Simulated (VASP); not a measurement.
# BSe (Fm-3m) in VASP: single point with PBE

Aim: the single point of BSe with PBE.

Program: VASP 6.6.1. These are calculated values, not measurements. Logs are shortened: lines on timing, memory, paths and dates and some standing lists are left out, and cuts for length are marked.

## (1) The crystal as given

It takes space group Fm-3m (No. 225, cubic). The conventional cell has a = 4.875 Å, b = 4.875 Å, c = 4.875 Å, α = 90.00°, β = 90.00°, γ = 90.00°. Around B (site symmetry m-3m) lie 6 Se at 2.44 Å. Around Se (site symmetry m-3m) lie 6 B at 2.44 Å.

The cell was built by a generator and needn't be a form met in nature.

## (2) Single point, PBE

The input, INCAR:

```
SYSTEM = BSe
  PREC = Accurate
  ENCUT = 520
  EDIFF = 1E-6
  ISMEAR = 1
  SIGMA = 0.1034
  LREAL = .False.
  LASPH = .True.
  NELM = 80
  ALGO = Fast
  ISIF = 2
  LWAVE = .False.
  LCHARG = .True.
  GGA = PE
  LELF = .True.
  LVHAR = .True.
  NBANDS = 12
```

The input, KPOINTS:

```
regular mesh
0
Gamma
  9 9 9
  0 0 0
```

The input, POSCAR:

```
BSe
1.0
    0.0000000000      2.4375310000      2.4375310000
    2.4375310000      0.0000000000      2.4375310000
    2.4375310000      2.4375310000      0.0000000000
B Se
1 1
Direct
    0.5000000000      0.5000000000      0.5000000000
    0.0000000000      0.0000000000      0.0000000000
```

Potentials or basis: VASP PAW PBE potentials, release 64 (B, Se).

Started as:

```bash
$ cat potpaw_PBE.64/B/POTCAR potpaw_PBE.64/Se/POTCAR > POTCAR
$ mpirun -np 1 vasp_std > vasp.out
```

OUTCAR:

```text
SYSTEM = BSe
   PREC = Accurate
   ENCUT = 520
   EDIFF = 1E-6
   ISMEAR = 1
   LREAL = .False.
   LASPH = .True.
   NELM = 80
   ISIF = 2
   GGA = PE

 ion  position               nearest neighbor table
   1  0.500  0.500  0.500-   2 2.44   2 2.44   2 2.44   2 2.44   2 2.44   2 2.44
   2  0.000  0.000  0.000-   1 2.44   1 2.44   1 2.44   1 2.44   1 2.44   1 2.44

  LATTYP: Found a face centered cubic cell.
 ALAT       =     4.8750620000

  Lattice vectors:

 A1 = (   0.0000000000,   2.4375310000,   2.4375310000)
 A2 = (   2.4375310000,   0.0000000000,   2.4375310000)
 A3 = (   2.4375310000,   2.4375310000,   0.0000000000)

Analysis of symmetry for initial positions (statically):
=====================================================================
 Subroutine PRICEL returns:
 Original cell was already a primitive cell.

 Routine SETGRP: Setting up the symmetry group for a
 face centered cubic supercell.

 Subroutine GETGRP returns: Found 48 space group operations
 (whereof 48 operations were pure point group operations)
 out of a pool of 48 trial point group operations.

The static configuration has the point symmetry O_h .

Analysis of symmetry for dynamics (positions and initial velocities):
=====================================================================
 Subroutine PRICEL returns:
 Original cell was already a primitive cell.

 Routine SETGRP: Setting up the symmetry group for a
 face centered cubic supercell.

 Subroutine GETGRP returns: Found 48 space group operations
 (whereof 48 operations were pure point group operations)
 out of a pool of 48 trial point group operations.

The dynamic configuration has the point symmetry O_h .

 Subroutine INISYM returns: Found 48 space group operations
 (whereof 48 operations are pure point group operations),
 and found     1 'primitive' translations

----------------------------------------------------------------------------------------

                                     Primitive cell

  volume of cell :      28.9655

  direct lattice vectors                    reciprocal lattice vectors
     0.000000000  2.437531000  2.437531000    -0.205125596  0.205125596  0.205125596
     2.437531000  0.000000000  2.437531000     0.205125596 -0.205125596  0.205125596
     2.437531000  2.437531000  0.000000000     0.205125596  0.205125596 -0.205125596

  length of vectors
     3.447189399  3.447189399  3.447189399     0.355287955  0.355287955  0.355287955

  position of ions in fractional coordinates (direct lattice)
     0.500000000  0.500000000  0.500000000
     0.000000000  0.000000000  0.000000000

  ion indices of the primitive-cell ions
   primitive index   ion index
                 1           1
                 2           2

----------------------------------------------------------------------------------------

 KPOINTS: regular mesh

Automatic generation of k-mesh.
 Grid dimensions read from file:
 generate k-points for:    9    9    9

 Generating k-lattice:

  Cartesian coordinates                     Fractional coordinates (reciprocal lattice)
    -0.022791733  0.022791733  0.022791733     0.111111111  0.000000000  0.000000000
     0.022791733 -0.022791733  0.022791733     0.000000000  0.111111111  0.000000000
     0.022791733  0.022791733 -0.022791733     0.000000000  0.000000000  0.111111111

  Length of vectors
     0.039476439  0.039476439  0.039476439

  Shift w.r.t. Gamma in fractional coordinates (k-lattice)
     0.000000000  0.000000000  0.000000000

 Subroutine IBZKPT returns following result:
 ===========================================

 Found     35 irreducible k-points:

 Following reciprocal coordinates:
            Coordinates               Weight
  0.000000  0.000000  0.000000      1.000000
  0.111111  0.000000  0.000000      8.000000
  0.222222  0.000000  0.000000      8.000000
  0.333333  0.000000  0.000000      8.000000
  0.444444  0.000000  0.000000      8.000000
  0.111111  0.111111  0.000000      6.000000
[... 16 lines left out ...]
 -0.333333  0.333333  0.000000     12.000000
  0.444444  0.444444  0.000000      6.000000
 [... further k-points ...]
   k-points           NKPTS =     35   k-points in BZ     NKDIM =     35   number of bands    NBANDS=     12
   number of dos      NEDOS =    301   number of ions     NIONS =      2
   total plane-waves  NPLWV =  21952
   dimension x,y,z NGX =    28 NGY =   28 NGZ =   28
   dimension x,y,z NGXF=    56 NGYF=   56 NGZF=   56
   ions per type =               1   1
   NGX,Y,Z   is equivalent  to a cutoff of  13.50, 13.50, 13.50 a.u.
   NGXF,Y,Z  is equivalent  to a cutoff of  27.01, 27.01, 27.01 a.u.
 SYSTEM =  BSe
   PREC   = accura    normal or accurate (medium, high low for compatibility)
   ISTART =      0    job   : 0-new  1-cont  2-samecut
   ICHARG =      2    charge: 1-file 2-atom 10-const
   ISPIN  =      1    spin polarized calculation?
   LNONCOLLINEAR =      F non collinear calculations
   LSORBIT =      F    spin-orbit coupling
   LASPH  =      T    aspherical Exc in radial PAW
   ENCUT  =  520.0 eV  38.22 Ry    6.18 a.u.   6.41  6.41  6.41*2*pi/ulx,y,z
   NELM   =     80;   NELMIN=  2; NELMDL= -5     # of ELM steps
   EDIFF  = 0.1E-05   stopping-criterion for ELM
   LREAL  =      F    real-space projection
   EDIFFG = 0.1E-04   stopping-criterion for IOM
   NSW    =      0    number of steps for IOM
   IBRION =     -1    ionic relax: 0-MD 1-quasi-New 2-CG
   NFREE  =      0    steps in history (QN), initial steepest desc. (CG)
   ISIF   =      2    stress and relaxation
   ISYM   =      2    0-nonsym 1-usesym 2-fastsym
   POTIM  = 0.5000    time-step for ionic-motion
   TEBEG  =    0.0;   TEEND  =   0.0 temperature during run
   PSTRESS=    0.0 pullay stress
   NELECT =       9.0000    total number of electrons
   NUPDOWN=      -1.0000    fix difference up-down
   EMIN   =  10.00;   EMAX   =-10.00  energy-range for DOS
   EFERMI =   0.00;   METHOD = LEGACY
   ISMEAR =     1;   SIGMA  =   0.10  broadening in eV -4-tet -1-fermi 0-gaus
   EFERMI_NEDOS =   21; number of points for ismear=-14 and -15
   IALGO  =     68    algorithm
   IMIX   =      4    mixing-type and parameters
     AMIX     =   0.40;   BMIX     =  1.00
     AMIX_MAG =   1.60;   BMIX_MAG =  1.00
  volume/ion in A,a.u.               =      14.48        97.73
  Fermi-wavevector in a.u.,A,eV,Ry     =   1.108823  2.095371 16.728203  1.229488
  Thomas-Fermi vector in A             =   2.245355
   LORBIT       =      0    0 simple, 1 ext, 2 COOP (PROOUT), +10 PAW based schemes
   GGA     = PE    functional components
   LHFCALC =     F    Hartree Fock is set to
   AEXX    =    0.0000 exact exchange contribution
   IVDW    =     0    specifies the selected vdW correction
   LEPSILON=     F    determine dielectric tensor
   LRPA    =     F    only Hartree local field effects (RPA)
 non-spin polarized calculation
 RMM-DIIS sequential band-by-band and
 Methfessel and Paxton  Order N= 1 SIGMA  =   0.10
  energy-cutoff  :      520.00
  volume of cell :       28.97
 maximum number of plane-waves:       797
 NGX is ok and might be reduce to    28
   NGX = 13   NGY = 13   NGZ = 13

 number of electron       9.0000000 magnetization

 Free energy of the ion-electron system (eV)
  ---------------------------------------------------
  ext. energy  EPLUGINS =         0.00000000
  ---------------------------------------------------
  free energy    TOTEN  =        -8.22477753 eV

  energy without entropy =       -8.22288836  energy(sigma->0) =       -8.22414781

 E-fermi :   5.9226     XC(G=0): -10.7837

 val. band max:        5.8310463118   @ k =  -0.3333   0.2222   0.0000
 cond. band min:       5.9266653704   @ k =   0.4444   0.2222   0.1111
 fundamental gap:      0.0956190586
 Fermi energy:         5.9226285786

 k-point     1 :       0.0000    0.0000    0.0000
  band No.  band energies     occupation
      1     -10.4153      2.00000
      2       4.3101      2.00000
      3       4.3101      2.00000
      4       4.3101      2.00000
      5       5.0383      2.00000
      6      11.0227      0.00000
      7      11.0227      0.00000
      8      11.0227      0.00000
      9      13.9892      0.00000
     10      13.9892      0.00000
     11      13.9892      0.00000
     12      17.4707      0.00000

 k-point     2 :       0.1111    0.0000    0.0000
  band No.  band energies     occupation
      1     -10.2367      2.00000
      2       2.4778      2.00000
      3       4.3130      2.00000
      4       4.3130      2.00000
      5       6.3918     -0.00000
      6      10.2938      0.00000
      7      10.2938      0.00000
      8      10.7539      0.00000
      9      13.8533      0.00000
     10      14.4122      0.00000
     11      14.4122      0.00000
     12      18.5588      0.00000

 k-point     3 :       0.2222    0.0000    0.0000
  band No.  band energies     occupation
      1      -9.7207      2.00000
      2       0.2179      2.00000
      3       4.3614      2.00000
      4       4.3614      2.00000
      5       7.2757     -0.00000
      6       8.9055      0.00000
      7       8.9055      0.00000
      8      10.1704      0.00000
      9      14.3174      0.00000
     10      15.6270      0.00000
     11      15.6270      0.00000
     12      20.9911      0.00000

 k-point     4 :       0.3333    0.0000    0.0000
  band No.  band energies     occupation
      1      -8.9554      2.00000
      2      -1.8322      2.00000
      3       4.5210      2.00000
      4       4.5210      2.00000
      5       7.5192     -0.00000
      6       7.6162     -0.00000
      7       7.6162     -0.00000
      8       9.6151      0.00000
      9      15.7128      0.00000
     10      17.5012      0.00000
     11      17.5012      0.00000
     12      21.7685      0.00000

 k-point     5 :       0.4444    0.0000    0.0000
  band No.  band energies     occupation
      1      -8.2390      2.00000
      2      -3.2232      2.00000
      3       4.7520      2.00000
      4       4.7520      2.00000
      5       6.7689     -0.00000
      6       6.7689     -0.00000
      7       7.5341     -0.00000
      8       9.2889      0.00000
      9      17.4790      0.00000
     10      19.7427      0.00000
     11      19.7427      0.00000
     12      20.5086      0.00000
[... 228 lines left out ...]
      1      -7.8667      2.00000
      2      -1.1615      2.00000
      3       0.7934      2.00000
      4       1.9094      2.00000
      5       3.0498      2.00000
      6      10.5263      0.00000
      7      12.1786      0.00000
      8      12.5398      0.00000
      9      13.6873      0.00000
     10      21.0537      0.00000
     11      21.0970      0.00000
     12      22.8832      0.00000

 k-point    22 :      -0.4444    0.3333    0.0000
  band No.  band energies     occupation
      1      -7.4164      2.00000
      2      -1.7516      2.00000
      3      -0.4450      2.00000
      4       2.1662      2.00000
      5       3.8795      2.00000
      6      11.0314      0.00000
      7      11.9778      0.00000
      8      12.1619      0.00000
      9      14.1424      0.00000
     10      19.2016      0.00000
     11      21.2366      0.00000
     12      23.6655      0.00000

 k-point    23 :      -0.3333    0.3333    0.0000
  band No.  band energies     occupation
      1      -7.4783      2.00000
      2      -2.0612      2.00000
      3      -0.5447      2.00000
      4       2.8183      2.00000
      5       4.7792      2.00000
      6       9.6102      0.00000
      7      11.3441      0.00000
      8      13.9038      0.00000
      9      14.4387      0.00000
     10      17.2113      0.00000
     11      19.2538      0.00000
     12      23.5971      0.00000

 k-point    24 :       0.4444    0.4444    0.0000
  band No.  band energies     occupation
      1      -7.4971      2.00000
      2      -1.4740      2.00000
      3       1.4139      2.00000
      4       1.5868      2.00000
      5       1.5868      2.00000
      6       9.6946      0.00000
      7      13.1025      0.00000
      8      13.1025      0.00000
      9      14.7296      0.00000
     10      20.7351      0.00000
     11      22.7688      0.00000
     12      24.0324      0.00000

 [... further k-points ...]

------------------------ aborting loop because EDIFF is reached ----------------------------------------

  FORCE on cell =-STRESS in cart. coord.  units (eV):
  Direction    XX          YY          ZZ          XY          YZ          ZX
  --------------------------------------------------------------------------------------
  -------------------------------------------------------------------------------------
  Total       -1.7475423     -1.7475423     -1.7475423      0.0000000      0.0000000     -0.0000000
  in kB      -96.6624590    -96.6624590    -96.6624590      0.0000000      0.0000000     -0.0000000
  external PRESSURE =     -96.6624590 kB  Pullay stress =       0.0000000 kB

 VOLUME and BASIS-vectors are now :
 -----------------------------------------------------------------------------
  energy-cutoff  :      520.00
  volume of cell :       28.97
      direct lattice vectors                 reciprocal lattice vectors
     0.000000000  2.437531000  2.437531000    -0.205125596  0.205125596  0.205125596
     2.437531000  0.000000000  2.437531000     0.205125596 -0.205125596  0.205125596
     2.437531000  2.437531000  0.000000000     0.205125596  0.205125596 -0.205125596

 POSITION                                       TOTAL-FORCE (eV/Angst)
 -----------------------------------------------------------------------------------
      2.43753      2.43753      2.43753         0.000000      0.000000     -0.000000
      0.00000      0.00000      0.00000        -0.000000     -0.000000      0.000000
 -----------------------------------------------------------------------------------
    total drift:                                0.000000      0.000000      0.000000

  FREE ENERGIE OF THE ION-ELECTRON SYSTEM (eV)
  ---------------------------------------------------
  free  energy   TOTEN  =        -8.2247775277 eV

  energy  without entropy=       -8.2228883609  energy(sigma->0) =       -8.22414781
```

Run time: 31 s. Hardware: 1 thread of AMD EPYC 7R43 (Zen 3), shared host; peak memory 0.12 GiB.

What came out:

| Item | Value |
| --- | --- |
| Free energy | -8.2248 eV |
| Pressure | -9.7 GPa |
| Band gap on the k mesh | none (metal or under the smearing width) |

Levels at points of the mesh, in eV from the Fermi level:
```
           k point  band 1  band 2  band 3  band 4  band 5  band 6  band 7  band 8
(0.00, 0.00, 0.00)  -16.34   -1.61   -1.61   -1.61   -0.88    5.10    5.10    5.10
```
